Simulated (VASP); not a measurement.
Consider the following.

```
CELL_PARAMETERS angstrom
      0.00000     3.33914     3.33914
      3.33914     0.00000     3.33914
      3.33914     3.33914     0.00000
ATOMIC_POSITIONS crystal
  Na 0.25000 0.25000 0.25000
  Na 0.75000 0.75000 0.75000
  S  0.00000 0.00000 0.00000
```

These are RPBE GGA, VASP's PBE PAW potentials (set 64) (plane waves; VASP 6.6.1) values and carry that method's errors. Numerical set-up: 520 eV cut-off, Gaussian smearing of 0.050 eV, potentials Na_pv S.

Question: Give the energies of bands 8 to 13 at the high-symmetry points, in eV from the valence-band maximum.

Answer: 
```tsv
band	Γ	X	U	L	W
8	0.00	-1.34	-1.12	-1.49	-0.93
9	0.00	-0.42	-0.84	-0.12	-0.93
10	0.00	-0.42	-0.32	-0.12	-0.52
11	2.51	4.01	4.67	4.72	4.92
12	7.66	5.97	6.31	6.40	7.06
13	7.66	8.15	7.63	7.14	7.06
```

The gap is direct, 2.51 eV, from the valence maximum at Γ to the conduction minimum at Γ.

The compound is Na2S in the antifluorite structure. It was relaxed first, which changed the volume by +6 %.
